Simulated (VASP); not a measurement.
Data:

```
Zn4SSe3
1.0
    0.00000     2.80250     2.80250
    2.80250     0.00000     2.80250
   11.21000    11.21000     0.00000
Zn Se S
4 3 1
Direct
  0.00000   0.00000   0.00000
  0.00000   0.00000   0.25000
  0.00000   0.00000   0.50000
  0.00000   0.00000   0.75000
  0.25000   0.25000   0.06250
  0.25000   0.25000   0.31250
  0.25000   0.25000   0.56250
  0.25000   0.25000   0.81250
```

The numbers are results of PBEsol GGA, VASP's PBE PAW potentials (set 64) (plane waves; VASP), not measurements. Run with 400 eV cut-off, 7×7×2 Γ-centred mesh, Gaussian smearing of 0.050 eV, potentials Zn Se S.

Energy and stress use the plane-wave basis of the starting cell.

**Question.** The ions, cell shape and volume are relaxed. What does this cell relax into?

**Answer.** 
```
Zn4SSe3
1.0
    0.00000     2.78236     2.78236
    2.78236     0.00000     2.78236
   11.13592    11.13592    -0.00650
Zn Se S
4 3 1
Direct
  0.01070   0.01070   0.99197
  0.00346   0.00346   0.24740
  0.99693   0.99693   0.50230
  0.98935   0.98935   0.75799
  0.25591   0.25591   0.05807
  0.24943   0.24943   0.31293
  0.24286   0.24286   0.56786
  0.25135   0.25135   0.81148
```
Space group R3m (160), at a tolerance of 0.03 Å.

**Question.** How do energy and volume change from the first to the last step?

**Answer.** The energy (σ→0) changes by -10.3 meV/atom and the volume by -2.1 %, in 13 ionic steps.

| step | E(σ→0) (eV) | max force (eV/Å) | pressure (GPa) | volume (Å³) |
|---|---|---|---|---|
| 1 | -27.7474 | 0.577 | -1.25 | 176.09 |
| 2 | -27.7873 | 0.414 | 0.40 | 171.75 |
| 3 | -27.7888 | 0.371 | 0.80 | 170.79 |
| 4 | -27.8113 | 0.240 | 0.38 | 171.62 |
| 5 | -27.8188 | 0.255 | 0.01 | 172.45 |
| 6 | -27.8255 | 0.115 | -0.12 | 172.68 |
| 7 | -27.8272 | 0.120 | -0.20 | 172.85 |
| 8 | -27.8289 | 0.055 | 0.16 | 171.97 |
| 9 | -27.8289 | 0.057 | 0.14 | 172.02 |
| 10 | -27.8296 | 0.027 | 0.02 | 172.37 |
| 11 | -27.8296 | 0.028 | -0.02 | 172.42 |
| 12 | -27.8296 | 0.028 | 0.01 | 172.41 |
| 13 | -27.8296 | 0.009 | -0.04 | 172.47 |

The structure was generated: Zn4SSe3 was put into an ordered model structure (R3m), which need not be its known phase. This run relaxes it. Symmetry was kept, so distortions that lower it aren't found.
